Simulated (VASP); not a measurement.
Output of a VASP run:

**OUTCAR**
```
 ion  position               nearest neighbor table
   1  0.500  0.500  0.500-   2 2.48   2 2.48   2 2.48   2 2.48   2 2.48   2 2.48   2 2.48   2 2.48
  LATTYP: Found a simple cubic cell.
 ALAT       =     2.8626277998
 Subroutine PRICEL returns:
 Original cell was already a primitive cell.
 Subroutine GETGRP returns: Found 48 space group operations
The static configuration has the point symmetry O_h .
The dynamic configuration has the point symmetry O_h .
 Subroutine INISYM returns: Found 48 space group operations
 Subroutine IBZKPT returns following result:
 Found     84 irreducible k-points:

 Following reciprocal coordinates:
            Coordinates               Weight
  0.000000  0.000000  0.000000      1.000000
  0.083333  0.000000  0.000000      6.000000
  0.166667  0.000000  0.000000      6.000000
  0.250000  0.000000  0.000000      6.000000
  0.333333  0.000000  0.000000      6.000000
  0.416667  0.000000  0.000000      6.000000
  0.500000  0.000000  0.000000      3.000000
  0.083333  0.083333  0.000000     12.000000
  0.166667  0.083333  0.000000     24.000000
  0.250000  0.083333  0.000000     24.000000
  0.333333  0.083333  0.000000     24.000000
  0.416667  0.083333  0.000000     24.000000
  0.500000  0.083333  0.000000     12.000000
  0.166667  0.166667  0.000000     12.000000
  0.250000  0.166667  0.000000     24.000000
  0.333333  0.166667  0.000000     24.000000
  0.416667  0.166667  0.000000     24.000000
  0.500000  0.166667  0.000000     12.000000
  0.250000  0.250000  0.000000     12.000000
  0.333333  0.250000  0.000000     24.000000
  0.416667  0.250000  0.000000     24.000000
  0.500000  0.250000  0.000000     12.000000
  0.333333  0.333333  0.000000     12.000000
  0.416667  0.333333  0.000000     24.000000
  0.500000  0.333333  0.000000     12.000000
  0.416667  0.416667  0.000000     12.000000
  0.500000  0.416667  0.000000     12.000000
  0.500000  0.500000  0.000000      3.000000
  0.083333  0.083333  0.083333      8.000000
  0.166667  0.083333  0.083333     24.000000
  0.250000  0.083333  0.083333     24.000000
  0.333333  0.083333  0.083333     24.000000
  0.416667  0.083333  0.083333     24.000000
  0.500000  0.083333  0.083333     12.000000
  0.166667  0.166667  0.083333     24.000000
  0.250000  0.166667  0.083333     48.000000
  0.333333  0.166667  0.083333     48.000000
  0.416667  0.166667  0.083333     48.000000
  0.500000  0.166667  0.083333     24.000000
  0.250000  0.250000  0.083333     24.000000
   k-points           NKPTS =     84   k-points in BZ     NKDIM =     84   number of bands    NBANDS=     15
   number of dos      NEDOS =    301   number of ions     NIONS =      2
   total plane-waves  NPLWV =  13824
   dimension x,y,z NGX =    24 NGY =   24 NGZ =   24
   dimension x,y,z NGXF=    48 NGYF=   48 NGZF=   48
   ions per type =               1   1
   PREC   = accura    normal or accurate (medium, high low for compatibility)
   ISTART =      0    job   : 0-new  1-cont  2-samecut
   ICHARG =      2    charge: 1-file 2-atom 10-const
   ISPIN  =      1    spin polarized calculation?
   LNONCOLLINEAR =      F non collinear calculations
   LSORBIT =      F    spin-orbit coupling
   INIWAV =      1    electr: 0-lowe 1-rand  2-diag
   ENCUT  =  520.0 eV  38.22 Ry    6.18 a.u.   5.32  5.32  5.32*2*pi/ulx,y,z
   NELM   =    100;   NELMIN=  2; NELMDL= -5     # of ELM steps
   EDIFF  = 0.1E-06   stopping-criterion for ELM
   LREAL  =      F    real-space projection
   NLSPLINE    = F    spline interpolate recip. space projectors
   LMAXMIX     =    4 max onsite mixed and CHGCAR
   VOSKOWN=      0    Vosko Wilk Nusair interpolation
   EDIFFG = 0.1E-05   stopping-criterion for IOM
   NSW    =      0    number of steps for IOM
   NBLOCK =      1;   KBLOCK =      1    inner block; outer block
   IBRION =     -1    ionic relax: 0-MD 1-quasi-New 2-CG
   NFREE  =      0    steps in history (QN), initial steepest desc. (CG)
...
```

### OSZICAR
```
       N       E                     dE             d eps       ncg     rms          rms(c)
DAV:   1     0.956622656872E+02    0.95662E+02   -0.11949E+04  2624   0.267E+03
DAV:   2    -0.206030595280E+02   -0.11627E+03   -0.11320E+03  2548   0.340E+02
DAV:   3    -0.238921731965E+02   -0.32891E+01   -0.32752E+01  2982   0.772E+01
DAV:   4    -0.239169573566E+02   -0.24784E-01   -0.24782E-01  3045   0.595E+00
DAV:   5    -0.239173248043E+02   -0.36745E-03   -0.36744E-03  3299   0.737E-01    0.104E+01
DAV:   6    -0.209332164682E+02    0.29841E+01   -0.23007E+01  2625   0.133E+02    0.684E+00
DAV:   7    -0.198702550749E+02    0.10630E+01   -0.45205E+00  2652   0.104E+02    0.279E+00
DAV:   8    -0.198945692380E+02   -0.24314E-01   -0.35446E-01  3777   0.126E+01    0.170E+00
DAV:   9    -0.198862012487E+02    0.83680E-02   -0.39391E-02  3626   0.552E+00    0.259E-01
DAV:  10    -0.198884458979E+02   -0.22446E-02   -0.93874E-03  3725   0.200E+00    0.523E-02
DAV:  11    -0.198883933410E+02    0.52557E-04   -0.10196E-03  3558   0.622E-01    0.474E-02
DAV:  12    -0.198887215717E+02   -0.32823E-03   -0.48694E-04  3682   0.392E-01    0.126E-02
DAV:  13    -0.198888062734E+02   -0.84702E-04   -0.72686E-05  3012   0.165E-01    0.398E-03
DAV:  14    -0.198888135038E+02   -0.72303E-05   -0.75466E-06  3376   0.615E-02    0.515E-03
DAV:  15    -0.198888145753E+02   -0.10716E-05   -0.25587E-06  3481   0.458E-02    0.163E-03
DAV:  16    -0.198888146720E+02   -0.96685E-07   -0.15171E-07  1667   0.104E-02
   1 F= -.19888815E+02 E0= -.19888758E+02  d E =-.169268E-03
```

### OUTCAR
```
------------------------ aborting loop because EDIFF is reached ----------------------------------------
  FORCE on cell =-STRESS in cart. coord.  units (eV):
  Direction    XX          YY          ZZ          XY          YZ          ZX
  --------------------------------------------------------------------------------------
  Total        1.4655516      1.4655516      1.4655516      0.0000000      0.0000000      0.0000000
  in kB      100.0960735    100.0960735    100.0960735      0.0000000      0.0000000      0.0000000
  external PRESSURE =     100.0960735 kB  Pullay stress =       0.0000000 kB
  volume of cell :       23.46
      direct lattice vectors                 reciprocal lattice vectors
     2.862627800  0.000000000  0.000000000     0.349329382  0.000000000  0.000000000
     0.000000000  2.862627800  0.000000000     0.000000000  0.349329382  0.000000000
     0.000000000  0.000000000  2.862627800     0.000000000  0.000000000  0.349329382
 POSITION                                       TOTAL-FORCE (eV/Angst)
 -----------------------------------------------------------------------------------
      1.43131      1.43131      1.43131         0.000000      0.000000      0.000000
      0.00000      0.00000      0.00000         0.000000      0.000000      0.000000
 -----------------------------------------------------------------------------------
    total drift:                                0.000000      0.000000     -0.000000
  FREE ENERGIE OF THE ION-ELECTRON SYSTEM (eV)
  ---------------------------------------------------
  free  energy   TOTEN  =       -19.8888146720 eV

  energy  without entropy=      -19.8886454037  energy(sigma->0) =      -19.88875825
```
(Selected blocks of OUTCAR.)

POSCAR:
```
CuZn
1
    2.8626277998     0.0000000000     0.0000000000
    0.0000000000     2.8626277998     0.0000000000
    0.0000000000     0.0000000000     2.8626277998
Zn Cu
1 1
Direct
  0.5000000000   0.5000000000   0.5000000000
  0.0000000000   0.0000000000   0.0000000000
```

Reconstruct the remaining input files.

This is not unique; one that fits is the input of the run itself, r2SCAN meta-GGA, plane waves, VASP's PBE PAW potentials (set 64).

**INCAR**
```
SYSTEM = CuZn
PREC = Accurate
ENCUT = 520
EDIFF = 1E-7
NELM = 100
ALGO = Normal
LREAL = .FALSE.
LASPH = .TRUE.
ISMEAR = 1
SIGMA = 0.1
METAGGA = R2SCAN
LMIXTAU = .TRUE.
LMAXMIX = 4
LWAVE = .FALSE.
LCHARG = .FALSE.
ISIF = 2
```

### KPOINTS
```
kpoints
0
G
 12 12 12
```

POTCAR, in this order: Zn Cu (PBE.64 set). Program: vasp_std.

The compound is CuZn in the CsCl type structure. This cell is one point of a volume scan, at 0.94 of the reference volume. The electron count is odd and the run is not spin-polarised, which forces a metal.
